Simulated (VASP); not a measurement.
MgS (rock salt):

```yaml
crystal:
  lattice:
    - [0.00000, 2.60000, 2.60000]
    - [2.60000, 0.00000, 2.60000]
    - [2.60000, 2.60000, 0.00000]
  atoms:
    - { symbol: Mg, position: [0.00000, 0.00000, 0.00000] }
    - { symbol: S, position: [0.50000, 0.50000, 0.50000] }
```

The lowest empty band near X, direction along the valley's axis, from mBJ (TB09) with spin-orbit coupling in VASP (PAW); its two spin partners are averaged. The gap over the points computed is 3.97 eV, and the next band on that side lies 1.37 eV away at the edge.

Run with 400 eV cut-off, 10×10×10 Γ-centred mesh, Gaussian smearing of 0.050 eV, potentials Mg S.

| distance from the edge in k (1/Å) | distance in energy (meV) |
|---|---|
| 0.025 | 4.3 |
| 0.035 | 8.5 |
| 0.050 | 17.3 |
| 0.070 | 34.0 |

### Question
Fit E(1 + αE) = ħ²k²/2m* (ħ²/2m0 = 3.810 eV Å²) and predict the row at 0.095 1/Å.

### Answer
The rows don't resolve α, so a parabola serves: the electron mass is m* = 0.549 m0, and so 62.6 meV. The run gave 62.5 meV, -0.1 meV from the fit.

Left out are points under 3 meV from the edge, since the levels carry 0.1 meV, and points farther than half the way to the next band.

The compound is MgS in the rock salt structure. The cell was not relaxed at this level.
